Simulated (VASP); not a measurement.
Output of a VASP run:

File OSZICAR:
```
       N       E                     dE             d eps       ncg     rms          rms(c)
DAV:   1     0.242430346715E+03    0.24243E+03   -0.16011E+04  2752   0.142E+03
DAV:   2    -0.143012281313E+02   -0.25673E+03   -0.25139E+03  2918   0.442E+02
DAV:   3    -0.197460477317E+02   -0.54448E+01   -0.52634E+01  2892   0.688E+01
DAV:   4    -0.198156873780E+02   -0.69640E-01   -0.69297E-01  3358   0.636E+00
DAV:   5    -0.198166999263E+02   -0.10125E-02   -0.10124E-02  2954   0.704E-01    0.153E+01
DAV:   6    -0.184924874120E+02    0.13242E+01   -0.38722E+00  2760   0.201E+01    0.346E+00
DAV:   7    -0.184219849412E+02    0.70502E-01   -0.21255E-01  2816   0.419E+00    0.937E-01
DAV:   8    -0.184139452854E+02    0.80397E-02   -0.56611E-03  2874   0.855E-01    0.140E-01
DAV:   9    -0.184139681146E+02   -0.22829E-04   -0.49857E-04  3598   0.240E-01    0.448E-02
DAV:  10    -0.184139811148E+02   -0.13000E-04   -0.16291E-05  3024   0.386E-02    0.389E-03
DAV:  11    -0.184139816616E+02   -0.54680E-06   -0.84617E-07  1732   0.851E-03
   1 F= -.18413982E+02 E0= -.18413902E+02  d E =-.238161E-03
```

OUTCAR:
```
------------------------ aborting loop because EDIFF is reached ----------------------------------------
  FORCE on cell =-STRESS in cart. coord.  units (eV):
  Direction    XX          YY          ZZ          XY          YZ          ZX
  --------------------------------------------------------------------------------------
  Total       -2.6076016     -2.6076028     -2.6227125      0.0000000      0.0000000      0.0000000
  in kB     -144.6232823   -144.6233523   -145.4613648      0.0000000      0.0000000      0.0000000
  external PRESSURE =    -144.9026665 kB  Pullay stress =       0.0000000 kB
  volume of cell :       28.89
      direct lattice vectors                 reciprocal lattice vectors
     1.382100000 -2.393868000  0.000000000     0.361768324 -0.208866988  0.000000000
     1.382100000  2.393868000  0.000000000     0.361768324  0.208866988  0.000000000
     0.000000000  0.000000000  4.365600000     0.000000000  0.000000000  0.229063588
 POSITION                                       TOTAL-FORCE (eV/Angst)
 -----------------------------------------------------------------------------------
      1.38210      0.79796      1.09140         0.000000      0.000000      0.000000
      1.38210     -0.79796      3.27420        -0.000000     -0.000000      0.000000
 -----------------------------------------------------------------------------------
    total drift:                               -0.000000      0.000536     -0.000045
  FREE ENERGIE OF THE ION-ELECTRON SYSTEM (eV)
  ---------------------------------------------------
  free  energy   TOTEN  =       -18.4139816616 eV

  energy  without entropy=      -18.4137435006  energy(sigma->0) =      -18.41390227
```
(Selected blocks of OUTCAR.)

### POSCAR
```
Ru
1
    1.3821000000    -2.3938680000     0.0000000000
    1.3821000000     2.3938680000     0.0000000000
    0.0000000000     0.0000000000     4.3656000000
Ru
2
Direct
  0.3333330000   0.6666670000   0.2500000000
  0.6666670000   0.3333330000   0.7500000000
```

Question: Write an INCAR and KPOINTS that could have produced this output.

Answer: This is not unique; one that fits is the input of the run itself, PBE GGA, plane waves, VASP's PBE PAW potentials (set 64).

File KPOINTS:
```
K-points
0
Gamma
  12 12 7
0 0 0
```

INCAR:
```
! general
SYSTEM  = Ru
PREC    = Accurate
ENCUT   = 400
LREAL   = .False.
LASPH   = .True.

! electronic loop
EDIFF   = 1E-6
NELM    = 100
ALGO    = Normal
LMAXMIX = 4

! smearing
ISMEAR  = 1
SIGMA   = 0.1

! functional
GGA     = PE

! ions
ISIF    = 2

! output
LWAVE   = .False.
LCHARG  = .False.
```

POTCAR, in this order: Ru_pv (PBE.64 set). Program: vasp_std.

The compound is Ru in the hcp structure. The cell was not relaxed at this level. The run is one of a series of settings (KPOINTS 12×12×7 Γ-centred mesh against the base run), some of them coarse on purpose.
